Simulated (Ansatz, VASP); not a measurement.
# Cross-check of CsH3SeO between VASP and Ansatz

Wanted: the spread between two codes on one cell, functional and k mesh. The cell is invented: As first built, before any earlier steps moved the atoms (in the runner's words): Se for half of the O in the CsH3O2 structure of space group Amm2. It may not be a known or stable phase. The two relaxations start from unlike cells of this crystal (the structure described is Ansatz's start), so only their ends are compared.

Program: Ansatz 0.2.0. Level of theory: plane waves, with VASP 6.6.1 beside it; relaxation of cell and atoms at LDA. Results are calculated unless marked as measured.

### Step 1. The structure

The structure is orthorhombic, space group Amm2 (No. 38). Conventional cell: a = 4.485 Å, b = 4.670 Å, c = 8.492 Å, α = 90.00°, β = 90.00°, γ = 90.00°. Cs has 12 H at 3.27 to 3.37 Å and 6 O at 3.43 to 3.63 Å and 6 Se at 3.48 to 3.71 Å nearest. Nearest to H lie 1 O at 1.03 Å and 3 Se at 1.91 to 3.31 Å and 4 H at 2.25 to 2.67 Å and 4 Cs at 3.30 Å. Nearest to H lie 1 Se at 1.08 Å and 2 O at 1.60 to 3.30 Å and 4 H at 1.78 to 2.89 Å and 4 Cs at 3.27 to 3.37 Å. Nearest to O lie 7 H at 1.03 to 3.66 Å and 6 Cs at 3.43 to 3.63 Å. Nearest to Se lie 5 H at 1.08 to 3.31 Å and 6 Cs at 3.48 to 3.71 Å. It derives from CsH3O2. As first built, before any earlier steps moved the atoms (in the runner's words): Se for half of the O in the CsH3O2 structure of space group Amm2. Farther neighbours and most contacts between anions are not listed.

Structure file:

```cif
data_structure
_symmetry_space_group_name_H-M 'Amm2'
_symmetry_Int_Tables_number 38
_cell_length_a 4.4854
_cell_length_b 4.6700
_cell_length_c 8.4923
_cell_angle_alpha 90.000
_cell_angle_beta 90.000
_cell_angle_gamma 90.000
_cell_volume 177.89
loop_
_atom_site_label
_atom_site_type_symbol
_atom_site_symmetry_multiplicity
_atom_site_Wyckoff_symbol
_atom_site_fract_x
_atom_site_fract_y
_atom_site_fract_z
_atom_site_occupancy
Cs1 Cs 2 a 0.00000 0.50000 0.48533 1
H1 H 2 b 0.50000 0.50000 0.05847 1
H2 H 4 e 0.50000 0.80924 0.26194 1
O1 O 2 b 0.50000 0.50000 0.17951 1
Se1 Se 2 b 0.50000 0.00000 0.33406 1
```

### Step 2. Ansatz: relaxation of cell and atoms, LDA

Ansatz runs on its default PAW (the set named soft_2) files.

The relaxed volume is the usual yardstick between codes: in a stiff, nearly cubic crystal its relative difference is about their pressure difference at one cell divided by the bulk modulus.

input.yaml

```yaml
crystal:
  lattice:
    - [4.4853634844, 0.0, 0.0]
    - [0.0, 2.3350062418, 4.246152283]
    - [0.0, -2.3350062418, 4.246152283]
  atoms:
    - { symbol: Cs, position: [0.0, 0.98533106, 0.98533106] }
    - { symbol: H, position: [0.5, 0.55847297, 0.55847297] }
    - { symbol: H, position: [0.5, 0.07117693, 0.45270073] }
    - { symbol: H, position: [0.5, 0.45270073, 0.07117693] }
    - { symbol: O, position: [0.5, 0.67950864, 0.67950864] }
    - { symbol: Se, position: [0.5, 0.33406101, 0.33406101] }
kpoints:
  mp_grid: { grid: [6, 6, 6] }
scf:
  occupations: { method: gaussian, width: 0.03 }
hamiltonian:
  xc: lda
output:
  forces: true
  stress: true
relax:
  f_tol: 0.02
  max_steps: 60
  cell: {}
```

The run is started by

```
ansatz run input.yaml --threads 2 --pin off --max-ram 4096MiB --backend cpu --events-out ev --progress --plain --runs-dir out
```

Numbers of over 12 decimals in the logs are rounded to 6 here.

The log of the run:

```text
Engine: ansatz 0.2.0, aarch64-unknown-linux-gnu
Pseudopotentials: kind: paw
Pseudopotential: Cs, paw, valence charge 9, recommended cutoff 420 eV (normal), Cs.paw.azcp
Pseudopotential: H, paw, valence charge 1, recommended cutoff 420 eV (normal), H.paw.azcp
Pseudopotential: O, paw, valence charge 6, recommended cutoff 420 eV (normal), O.paw.azcp
Pseudopotential: Se, paw, valence charge 16, recommended cutoff 420 eV (normal), Se.paw.azcp
Functional definition: SPW92
  exchange = slater_x
  correlation = pw_c
Crystal: 6 atoms, lattice volume = 88.943 Å³
Basis set: ecut = 420 eV, 1727 PW (Γ)
Bands: 23, of which v1, the nominal top of the filled ones, is band 17 counted from 1 (16 counted from 0)
Symmetry: 4 space group operations
Space group: Amm2 (ITA 38), of the structure as read, at distance tolerance 4.5e-5 Å
k-points: 52 of 216 (time reversal used)
Non-local potential: Cs, projectors of the file, l = 0: 3, l = 1: 2, l = 2: 2, l = 3: 2
Non-local potential: H, projectors of the file, l = 0: 2, l = 1: 1
Non-local potential: O, projectors of the file, l = 0: 2, l = 1: 2, l = 2: 1
Non-local potential: Se, projectors of the file, l = 0: 2, l = 1: 2, l = 2: 3, l = 3: 1
PAW form: soft (Blöchl's): semilocal exchange-correlation on the pseudo side does not see the compensation charge
PAW frozen core: Cs, regenerated for the run's functional, and the local potential with it (the file was generated under x = pbe(κ = 0.804, μ = 0.219515), c = pbe(β = 0.066725))
PAW frozen core: O, regenerated for the run's functional, and the local potential with it (the file was generated under x = pbe(κ = 0.804, μ = 0.219515), c = pbe(β = 0.066725))
PAW frozen core: Se, regenerated for the run's functional, and the local potential with it (the file was generated under x = pbe(κ = 0.804, μ = 0.219515), c = pbe(β = 0.066725))
PAW one-centre angular grid: Cs, 194 points (default); XC on 64 Gauss nodes
PAW one-centre angular grid: H, 110 points (default); XC on 64 Gauss nodes
PAW one-centre angular grid: O, 110 points (default); XC on 64 Gauss nodes
PAW one-centre angular grid: Se, 590 points (default); XC on 64 Gauss nodes
Initial density: superposition of atomic densities (neutral atoms: chi_scale 0, normalization atom), corrected by the library's trained network
Initial wavefunctions: pseudopotential atomic-orbital guess
Functional: x = slater, c = lda
SCF iter   1: F=—  HF=-11483.800661 eV  |F-HF|=—  |Δ(HF+E_count)|=         —  Δρ=1.36e-2  dr2=1.44e-1  ethr=1.77e-3  ⟨swp⟩=6.8  Hψ=6366  notcnv=0  defer=3
preconditioner: auto → Resta (q_TF=auto, 2.324 Å⁻¹)  ε∞=3.1  [insulator: Δε(μ)=2.353 eV  Ē_g=12.625 eV  σ=0.030 eV  W_gap=1.00  n_scr=20 (ndim 8)  ℏωp=18.5 eV  f_vac=0.060  D(μ)=0.00/eV (n_scr^D=0)  ε∞_Penn≈3.1]
SCF iter   2: F=—  HF=-11483.770034 eV  |F-HF|=—  |Δ(HF+E_count)|=   3.06e-2  Δρ=6.84e-3  dr2=2.42e-2  ethr=4.25e-4  ⟨swp⟩=2.1  Hψ=2267  notcnv=0  defer=77
SCF iter   3: F=—  HF=-11483.764640 eV  |F-HF|=—  |Δ(HF+E_count)|=   5.39e-3  Δρ=2.80e-3  dr2=6.52e-3  ethr=7.11e-5  ⟨swp⟩=2.0  Hψ=1907  notcnv=0  defer=85
SCF iter   4: F=—  HF=-11483.763121 eV  |F-HF|=—  |Δ(HF+E_count)|=   1.52e-3  Δρ=4.71e-4  dr2=1.64e-4  ethr=1.92e-5  ⟨swp⟩=2.2  Hψ=1844  notcnv=0  defer=85
SCF iter   5: F=—  HF=-11483.763112 eV  |F-HF|=—  |Δ(HF+E_count)|=   9.14e-6  Δρ=8.91e-5  dr2=9.98e-6  ethr=4.83e-7  ⟨swp⟩=2.0  Hψ=1599  notcnv=0  defer=85
SCF iter   6: F=—  HF=-11483.763112 eV  |F-HF|=—  |Δ(HF+E_count)|=   2.31e-7  Δρ=2.56e-5  dr2=6.00e-7  ethr=2.93e-8  ⟨swp⟩=2.0  Hψ=1977  notcnv=0  defer=85
SCF iter   7: F=-11483.763111 eV  HF=-11483.763112 eV  |F-HF|=7.27e-8  |Δ(HF+E_count)|=   2.82e-8  Δρ=8.18e-6  dr2=6.01e-8  ethr=2.94e-10  ⟨swp⟩=5.5  Hψ=4650  notcnv=0
SCF 1 converged in 7 iterations: F = -11483.763111 eV  dr2 = 6.01e-8
  greatest PAW one-centre occupation: 1.000 electrons in one spin orbital (limit 2), on the Se atom at site 5 (counted from 0), in its partial waves of l = 2
relax step   1: F+E_penalty+E_count = -11483.76311149 eV  Δ(F+E_penalty+E_count) = +0.000e0 eV  max|allowed force component| = 2.613e1 eV/Å  Δτ_max = 0.0000 Å  P = +34.462 GPa  Ω = 88.943 Å³  (7 SCF iters, dr2 threshold 1.00e-7 eV, accepted)
[...]
relax step  16: F+E_penalty+E_count = -11492.74528334 eV  Δ(F+E_penalty+E_count) = -4.780e-2 eV  max|allowed force component| = 2.105e-2 eV/Å  Δτ_max = 0.0000 Å  P = +0.448 GPa  Ω = 103.140 Å³  stress off target by 6.46e-1 GPa  SCF on the basis re-selected at this cell (its energy is not comparable with the rows above)  (8 SCF iters)
[...]
relax step  17: F+E_penalty+E_count = -11492.74580103 eV  Δ(F+E_penalty+E_count) = -5.177e-4 eV  max|allowed force component| = 2.829e-3 eV/Å  Δτ_max = 0.0078 Å  P = +0.056 GPa  Ω = 104.670 Å³  energy of the carried Pulay correction = -2.420e-3 eV  (5 SCF iters, dr2 threshold 6.00e-7 eV, accepted)
[...]
relax step  18: F+E_penalty+E_count = -11492.74549480 eV  Δ(F+E_penalty+E_count) = +3.062e-4 eV  max|allowed force component| = 1.238e-3 eV/Å  Δτ_max = 0.0076 Å  P = +0.004 GPa  Ω = 104.981 Å³  energy of the carried Pulay correction = -2.951e-3 eV  (6 SCF iters, dr2 threshold 2.76e-8 eV, accepted)
[...]
relax step  19: F+E_penalty+E_count = -11492.74872560 eV  Δ(F+E_penalty+E_count) = -3.231e-3 eV  max|allowed force component| = 2.124e-3 eV/Å  Δτ_max = 0.0000 Å  P = +0.021 GPa  Ω = 104.981 Å³  stress off target by 4.40e-2 GPa  SCF on the basis re-selected at this cell (its energy is not comparable with the rows above)  (5 SCF iters)
basis re-selected at this cell: Δ(F+E_penalty+E_count) = -3.231e-3 eV, ΔP = +0.017 GPa vs the last step (what re-selecting the basis moved, of the pressure what is left beyond the Pulay correction that the steps carried, after the strain that the cell walked since its last selection, with what the two solves' SCF thresholds leave and, on support functions, any second-order correction that the steps lacked; it is no m [...]
SCF converged after 5 iterations
Free energy (F): -11492.748726 eV
Harris-Foulkes:  -11492.748726 eV  (|F-HF|=1.09e-11)
Internal energy: -11492.748726 eV  (E = F + TS)
E sigma→0 (E₀):  -11492.748726 eV
Fermi energy:    5.374093 eV
--- Per-component energies (eV) ---
  E_band       = -528.504847
  E_kinetic    = 477.336316
  E_local      = -3809.884943  (includes V_loc(G=0)·N_el)
  E_nonlocal   = -502.653559
  E_hartree    = 1753.861080
  E_xc         = -375.457918
  E_vxc        = -353.039376  (∫ρ·V_xc dr)
  E_paw        = -6878.599190  (= ΣΔE_a)
  E_vpaw       = 152.015400  (= ΣTr[D̂ρ^β])
  E_aug_tail   = -0.001030  (compensation charges beyond the density's cutoff)
  E_ewald      = -2159.934322
  E_core_change = 2.584840  (= ΣΔE_core)
  E_smearing   = -0.000000  (= −TS)
  E_closure    = 0.000000  (closes the sum)
  Σ components = -11492.748726   (vs F -11492.748726, Δ=0.00e0)
--- Forces (eV/Å), atoms counted from 1 ---
  atom   1  Cs    -0.00000000     0.00000000    -0.00071988
  atom   2  H      0.00000000     0.00000000     0.00198713
  atom   3  H      0.00000000    -0.00212389    -0.00069035
  atom   4  H     -0.00000000     0.00212389    -0.00069035
  atom   5  O      0.00000000     0.00000000     0.00093506
  atom   6  Se     0.00000000    -0.00000000    -0.00082287
  max |Σ_I F_I| component: 1.27e-6 eV/Å
--- Stress (GPa, compression-positive) ---
        0.037845      -0.000000       0.000000
       -0.000000       0.043992      -0.000000
        0.000000      -0.000000      -0.017389
  P = ⅓ Tr σ = 0.0215 GPa (0.215 kbar)
--- Relaxed structure (17 steps of the walk, 15 accepted, 2 SCFs on fresh bases) ---
  F+E_penalty+E_count = -11492.74872560 eV   max|allowed force component| = 2.124e-3 eV/Å   (the final SCF, on the basis selected at the relaxed cell)
  cell:  # Å, volume = 104.9808 Å³
    - [4.539638, 0, 0]
    - [0, 2.574853, 4.490619]
    - [0, -2.574853, 4.490619]
  atoms:
    - { symbol: Cs, position: [0, 1.014359, 1.014359] }
    - { symbol: H, position: [0.500000, 0.560386, 0.560386] }
    - { symbol: H, position: [0.500000, -0.080429, 0.559835] }
    - { symbol: H, position: [0.500000, 0.559835, -0.080429] }
    - { symbol: O, position: [0.500000, 0.679664, 0.679664] }
    - { symbol: Se, position: [0.500000, 0.347437, 0.347437] }
```

The column dr2 measures how far the density is from self-consistency, as an energy; F and HF (Harris–Foulkes) agree once it is small.

[end of part 1 of 2]

[Lines on the potential files, build, host, timing and source positions are cut from VASP's logs without a mark.]

[Logs are printed without paths, hosts, clocks, repeated set-up lines and the standing remarks that a program may print on its own settings, such as how far it seeks lower states.]

[Hosts, paths, dates, database ids (printed as entryN), source tags and the programs' standing remarks are cut or masked in the printed files.]
